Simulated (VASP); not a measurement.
Output of a VASP run:

OSZICAR:
```
       N       E                     dE             d eps       ncg     rms          rms(c)
DAV:   1     0.153209260439E+03    0.15321E+03   -0.96419E+03   812   0.146E+03
DAV:   2     0.320726176910E+01   -0.15000E+03   -0.14693E+03   854   0.346E+02
DAV:   3    -0.832075323342E+01   -0.11528E+02   -0.11450E+02  1082   0.996E+01
DAV:   4    -0.857465101839E+01   -0.25390E+00   -0.25381E+00   902   0.184E+01
DAV:   5    -0.858381991811E+01   -0.91689E-02   -0.91688E-02  1110   0.327E+00    0.274E+00
DAV:   6    -0.834089989692E+01    0.24292E+00   -0.62916E-01  1184   0.654E+00    0.159E+00
DAV:   7    -0.833562903994E+01    0.52709E-02   -0.11061E-01   938   0.192E+00    0.826E-01
DAV:   8    -0.833833037981E+01   -0.27013E-02   -0.11955E-02   878   0.146E+00    0.119E-01
DAV:   9    -0.833809064033E+01    0.23974E-03   -0.21919E-03  1268   0.574E-01    0.455E-02
DAV:  10    -0.833816193118E+01   -0.71291E-04   -0.20243E-04   830   0.101E-01    0.185E-02
DAV:  11    -0.833817460338E+01   -0.12672E-04   -0.86466E-05   930   0.104E-01    0.715E-03
DAV:  12    -0.833817524691E+01   -0.64354E-06   -0.51114E-06   992   0.183E-02    0.333E-03
DAV:  13    -0.833817541356E+01   -0.16665E-06   -0.77841E-07   878   0.790E-03    0.114E-03
DAV:  14    -0.833817549555E+01   -0.81983E-07   -0.12618E-07   784   0.368E-03
   1 F= -.83381755E+01 E0= -.83381577E+01  d E =-.355577E-04
```

### OUTCAR
```
------------------------ aborting loop because EDIFF is reached ----------------------------------------
  FORCE on cell =-STRESS in cart. coord.  units (eV):
  Direction    XX          YY          ZZ          XY          YZ          ZX
  --------------------------------------------------------------------------------------
  Total        0.6021370      0.6021370      0.6021370      0.0000000     -0.0000000      0.0000000
  in kB       17.3556099     17.3556099     17.3556099      0.0000000     -0.0000000      0.0000000
  external PRESSURE =      17.3556099 kB  Pullay stress =       0.0000000 kB
  volume of cell :       55.59
      direct lattice vectors                 reciprocal lattice vectors
     0.000000000  3.029088796  3.029088796    -0.165066142  0.165066142  0.165066142
     3.029088796  0.000000000  3.029088796     0.165066142 -0.165066142  0.165066142
     3.029088796  3.029088796  0.000000000     0.165066142  0.165066142 -0.165066142
  FREE ENERGIE OF THE ION-ELECTRON SYSTEM (eV)
  ---------------------------------------------------
  free  energy   TOTEN  =        -8.3381754955 eV

  energy  without entropy=       -8.3381399378  energy(sigma->0) =       -8.33815772
```
(Selected blocks of OUTCAR.)

**POSCAR**
```
PbSe
1
    0.0000000000     3.0290887957     3.0290887957
    3.0290887957     0.0000000000     3.0290887957
    3.0290887957     3.0290887957     0.0000000000
Pb Se
1 1
Direct
  0.0000000000   0.0000000000   0.0000000000
  0.5000000000   0.5000000000   0.5000000000
```

Problem. Reconstruct the remaining input files.

Solution. One answer among several that fit: the input of the run itself, AM05 GGA, plane waves, VASP's PBE PAW potentials (set 64).

**KPOINTS**
```
Automatic mesh
0
Gamma
8 8 8
0 0 0
```

### INCAR
```
LREAL=.FALSE.   ! projection in real space or not
LASPH=.TRUE.
ISMEAR=0   ! Gaussian
LWAVE=.FALSE.
SIGMA=0.05   ! width (eV)
ISIF=2
ALGO=Normal   ! blocked Davidson
EDIFF=1E-7   ! SCF stop (eV)
LCHARG=.FALSE.
ENCUT=520   ! plane-wave cut-off (eV)
PREC=Accurate
SYSTEM=PbSe
NELM=100   ! most electronic steps
GGA=AM   ! AM05
LMAXMIX=4   ! l cut-off of mixed one-centre charges
```

POTCAR, in this order: Pb_d Se (PBE.64 set). Program: vasp_std.

The compound is PbSe in the rock salt structure. This cell is one point of a volume scan, at 0.97 of the reference volume.
